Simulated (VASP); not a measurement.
Given:

```xyz
2
Lattice="0.0000 2.9188 2.9188 2.9188 0.0000 2.9188 2.9188 2.9188 0.0000" Properties=species:S:1:pos:R:3 pbc="T T T"
Na     0.0000     0.0000     0.0000
Cl     2.9188     2.9188     2.9188
```

Computed with RPBE GGA, VASP's PBE PAW potentials (set 64) (plane waves; VASP). Numerical set-up: 520 eV cut-off, 9×9×9 Γ-centred mesh, tetrahedra with Blöchl corrections, potentials Na_pv Cl.

**Question.** Estimate the energy per atom (σ→0), band gap (on the k-mesh) with the smallest direct gap where there is one.

**Answer.** 
```yaml
band gap (on the k-mesh): 5.06 eV
smallest direct gap (on the k-mesh): 5.06 eV
energy per atom (σ→0): -3.232 eV/atom
```

The compound is NaCl in the rock salt structure. It was relaxed first, which changed the volume by +11 %.
